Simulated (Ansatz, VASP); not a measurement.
# MoS2 in two plane-wave programs

Wanted: the spread between two codes on one cell, functional and k mesh.

Main program and level: Ansatz 0.2.0; plane waves, with VASP 6.6.1 beside it; band structure at HSE06.

The database entry behind the starting cell differs from later determinations by our own check (about 0.3 % long), so it need not match the best structure at ambient conditions.

### Step 1. Set-up

It takes space group P6_3/mmc (No. 194, hexagonal). The conventional cell has a = 3.169 Å, b = 3.169 Å, c = 12.324 Å, α = 90.00°, β = 90.00°, γ = 120.00°. Nearest to Mo lie 6 S at 2.41 Å. Nearest to S lie 3 Mo at 2.41 Å. Farther neighbours and most contacts between anions are not listed.

As a file:

```cif
data_structure
_symmetry_space_group_name_H-M 'P6_3/mmc'
_symmetry_Int_Tables_number 194
_cell_length_a 3.1690
_cell_length_b 3.1690
_cell_length_c 12.3240
_cell_angle_alpha 90.000
_cell_angle_beta 90.000
_cell_angle_gamma 120.000
_cell_volume 107.18
loop_
_atom_site_label
_atom_site_type_symbol
_atom_site_symmetry_multiplicity
_atom_site_Wyckoff_symbol
_atom_site_fract_x
_atom_site_fract_y
_atom_site_fract_z
_atom_site_occupancy
Mo1 Mo 2 c 0.33333 0.66667 0.25000 1
S1 S 4 f 0.33333 0.66667 0.62300 1
```

### Step 2. Ansatz: band structure, HSE06

Ansatz runs on its default PAW (the set named soft_2) files.

The same path points are solved in both programs, so levels can be compared one by one.

input.yaml

```yaml
crystal:
  lattice:
    - [3.169, 0.0, 0.0]
    - [-1.5845, 2.7444345046, 0.0]
    - [0.0, 0.0, 12.324]
  atoms:
    - { symbol: Mo, position: [0.3333333333, 0.6666666667, 0.25] }
    - { symbol: Mo, position: [0.6666666667, 0.3333333333, 0.75] }
    - { symbol: S, position: [0.3333333333, 0.6666666667, 0.623] }
    - { symbol: S, position: [0.6666666667, 0.3333333333, 0.123] }
    - { symbol: S, position: [0.3333333333, 0.6666666667, 0.877] }
    - { symbol: S, position: [0.6666666667, 0.3333333333, 0.377] }
hamiltonian:
  xc: { exchange: pbe, correlation: pbe, exx: { coeff: 0.25, omega: 0.2 } }
  pseudopotentials: { kind: paw }
kpoints:
  mp_grid: { grid: [5, 5, 2] }
  band_path:
    path:
      - [0.0, 0.0, 0.0]
      - [0.4, 0.0, 0.0]
      - [0.4, 0.2, 0.0]
      - [0.2, 0.2, 0.0]
      - [0.0, 0.0, 0.1]
      - [0.0, 0.0, 0.5]
      - [0.4, 0.0, 0.5]
      - [0.4, 0.2, 0.5]
      - [0.2, 0.2, 0.5]
      - [0.5, 0.0, 0.4]
      - [0.33333, 0.33333, 0.0]
      - [0.33333, 0.33333, 0.5]
    npoints: 1
scf:
  occupations: { method: gaussian, width: 0.02 }
  n_extra_bands: 9
output:
  forces: true
  stress: true
  eigenvalues: true
  write_density: true
  write_potential: true
  elf: true
  volumetric_format: npy
```

Command:

```sh
> ansatz run input.yaml --threads 4 --pin off --max-ram 9216MiB --backend cpu --events-out ev --progress --plain --runs-dir out
```

Numbers of over 12 decimals in the logs are rounded to 6 here.

The program printed:

```text
Warning: output.stress: scf.convergence.dr2_threshold = 1e-7 eV (the SCF's general default) is looser than the 6e-10 eV advised for a printed stress (1e-10 eV for each atom of the cell: 6). What an SCF threshold leaves in a stress goes as its square root, and in the free energy as the threshold itself, and one threshold admits the most on a small cell: [figures from the program's tests cut] Set scf.convergence.dr2_threshold to 6e-10 eV or tighter. The threshold is an SCF's pass mark: one that does not reach it within its budget of iterations ends unconverged, or closes short of it on a stop that the run arms, and scf.convergence.dr2_threshold's page says what that costs each kind of run
Warning: output.stress: scf.exx.energy_threshold = 1e-6 eV is looser than the 6e-8 eV advised for a stress under a hybrid functional (1e-8 eV for each atom of the cell: 6). Every SCF of the exchange loop can meet its threshold on dr2 while the loop round them stops early: no threshold on dr2 bounds what that leaves in the stress. Set scf.exx.energy_threshold to 6e-8 eV or tighter. The threshold is the loop's pass mark: a loop that does not reach it within its budget of cycles ends unconverged, and scf.exx.energy_threshold's page has the law
scf.n_extra_bands = 9 over 26 filled bands (N_el = 52.0): the run solves 35 bands
Engine: ansatz 0.2.0, aarch64-unknown-linux-gnu
Pseudopotentials: kind: paw
Pseudopotential: Mo, paw, valence charge 14, recommended cutoff 420 eV (normal), Mo.paw.azcp
Pseudopotential: S, paw, valence charge 6, recommended cutoff 420 eV (normal), S.paw.azcp
Functional definition: unnamed
  parameter a_1 = 0.25
  parameter omega_1 = 0.2/angstrom
  exchange = pbe_x + (-a_1)*pbe_x_sr(omega_1) + a_1*exact_x_sr(omega_1)
  correlation = pbe_c
Crystal: 6 atoms, lattice volume = 107.183 Å³
Basis set: ecut = 420 eV, 2081 PW (Γ), exchange–correlation on 48×48×180 points (8 copies of the dense FFT grid, shifted against one another)
Bands: 35, of which v1, the nominal top of the filled ones, is band 26 counted from 1 (25 counted from 0)
Symmetry: 24 space group operations
Space group: P63/mmc (ITA 194), of the structure as read, at distance tolerance 4.8e-5 Å
k-points: 10 of 50
Non-local potential: Mo, projectors of the file, l = 0: 3, l = 1: 2, l = 2: 2, l = 3: 1
Non-local potential: S, projectors of the file, l = 0: 2, l = 1: 2, l = 2: 2
PAW form: soft (Blöchl's): semilocal exchange-correlation on the pseudo side does not see the compensation charge
PAW frozen core: Mo, regenerated for the run's functional, and the local potential with it (the file was generated under x = pbe(κ = 0.804, μ = 0.219515), c = pbe(β = 0.066725))
PAW frozen core: S, regenerated for the run's functional, and the local potential with it (the file was generated under x = pbe(κ = 0.804, μ = 0.219515), c = pbe(β = 0.066725))
PAW one-centre angular grid: Mo, 590 points (default); XC on 64 Gauss nodes
PAW one-centre angular grid: S, 110 points (default); XC on 64 Gauss nodes
Initial density: superposition of atomic densities (neutral atoms: chi_scale 0, normalization atom), corrected by the library's trained network
Initial wavefunctions: pseudopotential atomic-orbital guess
Functional: x = pbe(κ = 0.804, μ = 0.219515), c = pbe(β = 0.066725), warm-up for x = pbe(κ = 0.804, μ = 0.219515) + 0.25 (exact − pbe) at short range (hse, ω = 0.2 Å⁻¹), c = pbe(β = 0.066725)
SCF iter   1: F=—  HF=-13525.525416 eV  |F-HF|=—  |Δ(HF+E_count)|=         —  Δρ=5.58e-3  dr2=8.70e-3  ethr=1.77e-3  ⟨swp⟩=8.3  Hψ=1470  notcnv=0
preconditioner: auto → none  [insulator: Δε(μ)=0.928 eV  Ē_g=8.596 eV  σ=0.020 eV  W_gap=1.00  n_scr=26 (ndim 8)  ℏωp=21.5 eV  f_vac=0.016  D(μ)=0.00/eV (n_scr^D=0)]
SCF iter   2: F=—  HF=-13525.535169 eV  |F-HF|=—  |Δ(HF+E_count)|=   9.75e-3  Δρ=3.18e-3  dr2=9.39e-3  ethr=1.67e-5  ⟨swp⟩=4.5  Hψ=1012  notcnv=0  defer=8
SCF iter   3: F=—  HF=-13525.539297 eV  |F-HF|=—  |Δ(HF+E_count)|=   4.13e-3  Δρ=3.01e-3  dr2=2.11e-2  ethr=1.67e-5  ⟨swp⟩=3.9  Hψ=910  notcnv=0  defer=2
SCF iter   4: F=—  HF=-13525.536841 eV  |F-HF|=—  |Δ(HF+E_count)|=   2.46e-3  Δρ=1.63e-3  dr2=1.15e-3  ethr=1.67e-5  ⟨swp⟩=3.2  Hψ=751  notcnv=0  defer=1
iter 5 solved again at ethr=3.73e-8 eV; its pass at ethr=2.20e-6 eV (dr2=1.94e-5 eV) is discarded
SCF iter   5: F=-13525.538103 eV  HF=-13525.538119 eV  |F-HF|=1.59e-5  |Δ(HF+E_count)|=   1.28e-3  Δρ=9.21e-5  dr2=2.12e-5  ethr=3.73e-8  ⟨swp⟩=3.0  Hψ=1469  notcnv=0
SCF 1 stopped early in 5 iterations: F = -13525.538103 eV  dr2 = 2.12e-5
  greatest PAW one-centre occupation: 0.998 electrons in one spin orbital (limit 2), on the Mo atom at site 1 (counted from 0), in its partial waves of l = 0
Initial density: handed on by an earlier stage of this run
Initial wavefunctions: those handed on with the density
Functional: x = pbe(κ = 0.804, μ = 0.219515) + 0.25 (exact − pbe) at short range (hse, ω = 0.2 Å⁻¹), c = pbe(β = 0.066725)
Exchange kernel: α = 0.2500, screened, ω = 0.2000 Å⁻¹, Wigner–Seitz truncation, v(0) = 1114.1631 eV·Å³, q-mesh 5×5×2, nearest image of the exchange supercell L = 15.85 Å, pair-density grid 15×15×54, without the augmentation charges, whose exchange is taken in its separable form by FFT convolution over the k-point mesh (sized by the pseudopotential files, 20×20×90 at the most), smooth part of the exact exchange by density-matrix convolution
Frozen-core exchange: fock
SCF iter   1: F=—  HF=-13531.620216 eV  |F-HF|=—  |Δ(HF+E_count)|=         —  Δρ=1.21e-2  dr2=3.21e-1  ethr=4.08e-7  ⟨swp⟩=9.0  Hψ=1849  notcnv=0
preconditioner: auto → none  [insulator: Δε(μ)=1.447 eV  Ē_g=10.132 eV  σ=0.020 eV  W_gap=1.00  n_scr=26 (ndim 8)  ℏωp=21.5 eV  f_vac=0.015  D(μ)=0.00/eV (n_scr^D=0)]
SCF iter   2: F=—  HF=-13531.700757 eV  |F-HF|=—  |Δ(HF+E_count)|=   8.05e-2  Δρ=1.61e-2  dr2=9.12e-1  ethr=4.08e-7  ⟨swp⟩=5.8  Hψ=1581  notcnv=0  recentre
SCF iter   3: F=—  HF=-13531.561952 eV  |F-HF|=—  |Δ(HF+E_count)|=   1.39e-1  Δρ=3.82e-3  dr2=2.26e-2  ethr=4.08e-7  ⟨swp⟩=5.1  Hψ=1553  notcnv=0
SCF iter   4: F=—  HF=-13531.572108 eV  |F-HF|=—  |Δ(HF+E_count)|=   1.02e-2  Δρ=1.81e-3  dr2=4.62e-3  ethr=4.08e-7  ⟨swp⟩=4.0  Hψ=1209  notcnv=0
SCF iter   5: F=—  HF=-13531.571156 eV  |F-HF|=—  |Δ(HF+E_count)|=   9.52e-4  Δρ=5.22e-4  dr2=2.63e-4  ethr=4.08e-7  ⟨swp⟩=4.0  Hψ=991  notcnv=0
SCF iter   6: F=—  HF=-13531.571879 eV  |F-HF|=—  |Δ(HF+E_count)|=   7.23e-4  Δρ=4.17e-4  dr2=4.87e-4  ethr=2.31e-7  ⟨swp⟩=3.5  Hψ=832  notcnv=0
SCF iter   7: F=-13531.571795 eV  HF=-13531.571795 eV  |F-HF|=2.39e-7  |Δ(HF+E_count)|=   8.37e-5  Δρ=2.27e-5  dr2=1.72e-6  ethr=2.31e-7  ⟨swp⟩=3.0  Hψ=723  notcnv=0
SCF 2 stopped early in 7 iterations: F = -13531.571795 eV  dr2 = 1.72e-6
  Residual-converged pass: ⟨swp⟩=4.3  Hψ=1114  notcnv=0  max |occ|·‖R‖ = 6.1e-6 eV (tolerance 6.7e-6 eV)  dr2=1.72e-6  dr2_onsite=3.04e-8  max |Δocc| = 0.0e0
hybrid outer 1: dexx = +1.783e-2 eV, tail = 2.33e-5 eV
Exchange kernel: α = 0.2500, screened, ω = 0.2000 Å⁻¹, Wigner–Seitz truncation, v(0) = 1114.1631 eV·Å³, q-mesh 5×5×2, nearest image of the exchange supercell L = 15.85 Å, pair-density grid 15×15×54, without the augmentation charges, whose exchange is taken in its separable form by FFT convolution over the k-point mesh (sized by the pseudopotential files, 20×20×90 at the most), smooth part of the exact exchange by density-matrix convolution
Frozen-core exchange: fock
SCF iter   1: F=—  HF=-13531.571784 eV  |F-HF|=—  |Δ(HF+E_count)|=         —  Δρ=4.99e-5  dr2=1.48e-6  ethr=2.24e-7  ⟨swp⟩=4.9  Hψ=882  notcnv=0
preconditioner: auto → none  [insulator: Δε(μ)=1.491 eV  Ē_g=10.045 eV  σ=0.020 eV  W_gap=1.00  n_scr=26 (ndim 8)  ℏωp=21.5 eV  f_vac=0.015  D(μ)=0.00/eV (n_scr^D=0)]
SCF iter   2: F=—  HF=-13531.571784 eV  |F-HF|=—  |Δ(HF+E_count)|=   2.25e-7  Δρ=1.82e-5  dr2=1.66e-7  ethr=2.00e-9  ⟨swp⟩=3.0  Hψ=748  notcnv=0
SCF iter   3: F=—  HF=-13531.571784 eV  |F-HF|=—  |Δ(HF+E_count)|=   5.43e-7  Δρ=7.07e-6  dr2=3.56e-8  ethr=1.24e-10  ⟨swp⟩=3.9  Hψ=924  notcnv=0
SCF iter   4: F=—  HF=-13531.571784 eV  |F-HF|=—  |Δ(HF+E_count)|=   1.08e-8  Δρ=1.16e-6  dr2=7.70e-9  ethr=4.96e-11  ⟨swp⟩=3.0  Hψ=703  notcnv=0
SCF iter   5: F=—  HF=-13531.571784 eV  |F-HF|=—  |Δ(HF+E_count)|=   3.21e-8  Δρ=2.20e-6  dr2=3.43e-9  ethr=1.33e-12 (applied; sched 1.18e-12)  ⟨swp⟩=4.4  Hψ=1061  notcnv=0
SCF iter   6: F=-13531.571784 eV  HF=-13531.571784 eV  |F-HF|=1.82e-12  |Δ(HF+E_count)|=   1.12e-9  Δρ=1.36e-7  dr2=6.93e-10  ethr=1.18e-12  ⟨swp⟩=3.2  Hψ=837  notcnv=0
SCF 3 converged in 6 iterations: F = -13531.571784 eV  dr2 = 6.93e-10
  Residual-converged pass: ⟨swp⟩=2.8  Hψ=570  notcnv=0  max |occ|·‖R‖ = 7.5e-7 eV (tolerance 7.7e-7 eV)  dr2=6.93e-10  dr2_onsite=1.06e-12  max |Δocc| = 0.0e0
hybrid outer 2: dexx = +9.382e-7 eV, tail = 1.58e-8 eV, Δε = 1.44e-3 eV (about 3.61e-5 eV left of the loop's levels), ΔF = 1.77e-3 eV/Å (tail 4.02e-4)
NSCF: frozen V_eff on 12 k-points
hybrid SCF converged: 2 outer / 13 inner (+5 warm-up), last move |dexx| = 9.38e-7 eV, tail = 1.58e-8 eV
Stability not checked: this state was not tested for a lower state beside it, because the functional holds exact exchange (a hybrid, or Hartree-Fock), whose exchange loop this test does not read (fock_operator; see scf.lower_state_search)
Free energy (F): -13531.571785 eV
Frozen-core exchange: fock
Harris-Foulkes:  -13531.571785 eV  (|F-HF|=1.82e-12)
Internal energy: -13531.571785 eV  (E = F + TS)
E sigma→0 (E₀):  -13531.571785 eV
Fermi energy:    11.258957 eV
--- Per-component energies (eV) ---
  E_band       = -404.028169
  E_kinetic    = 1307.336908
  E_local      = -3905.217375  (includes V_loc(G=0)·N_el)
  E_nonlocal   = 393.955386
  E_hartree    = 1498.332913
  E_xc         = -606.198071
  E_vxc        = -645.655927  (∫ρ·V_xc dr)
  E_exx        = -129.539237  (= α·E_x^exact, valence–valence)
  E_paw        = -8827.773666  (= ΣΔE_a)
  E_vpaw       = -292.035126  (= ΣTr[D̂ρ^β])
  E_aug_tail   = 0.000084  (compensation charges beyond the density's cutoff)
  E_ewald      = -3261.216446
  E_core_change = -1.252280  (= ΣΔE_core)
  E_smearing   = -0.000000  (= −TS)
  E_closure    = -0.000000  (closes the sum)
  Σ components = -13531.571785   (vs F -13531.571785, Δ=0.00e0)
--- Forces (eV/Å), atoms counted from 1 ---
  atom   1  Mo    -0.00000000     0.00000000     0.00000000
  atom   2  Mo    -0.00000000    -0.00000000     0.00000000
  atom   3  S     -0.00000000     0.00000000     0.59439661
  atom   4  S     -0.00000000    -0.00000000     0.59439661
  atom   5  S      0.00000000     0.00000000    -0.59439661
  atom   6  S     -0.00000000    -0.00000000    -0.59439661
  max |Σ_I F_I| component: 1.11e-16 eV/Å
--- Stress (GPa, compression-positive) ---
       -2.934321       0.000000       0.000000
        0.000000      -2.934321      -0.000000
        0.000000      -0.000000      -2.739850
  P = ⅓ Tr σ = -2.8695 GPa (-28.695 kbar)
--- Band table (eV; the first three rows and the last of 10) ---
  k-point 0: bands = [... 22 lower, 8.1823, 9.0957, 9.2605, 10.5134, 13.3514, 13.3514, 13.3828, 13.3828, ... 5 higher]
  k-point 1: bands = [... 22 lower, 8.1552, 8.1552, 10.2041, 10.2041, 13.3555, 13.3555, 13.3555, 13.3555, ... 5 higher]
  k-point 2: bands = [... 22 lower, 8.0945, 8.9563, 9.1030, 9.3656, 12.4607, 12.9035, 13.1518, 13.1698, ... 5 higher]
  k-point 9: bands = [... 22 lower, 7.4860, 7.4860, 9.5273, 9.5273, 12.4646, 12.4646, 13.6784, 13.6784, ... 5 higher]
```

The job ended after 1.8 min (4 threads of Arm Neoverse N1, shared host; peak memory 1.3 GiB).

Reading the cycles: dr2 is the Hartree energy of the density residual (eV), the measure of convergence; HF is the Harris–Foulkes estimate of the energy, which meets the free energy F at convergence.

[end of part 1 of 2]

[Lines on the potential files, build, host, timing and source positions are cut from VASP's logs without a mark.]

[Logs are printed without paths, hosts, clocks, repeated set-up lines and the standing remarks that a program may print on its own settings, such as how far it seeks lower states.]

[Hosts, paths, dates, database ids (printed as entryN), source tags and the programs' standing remarks are cut or masked in the printed files.]
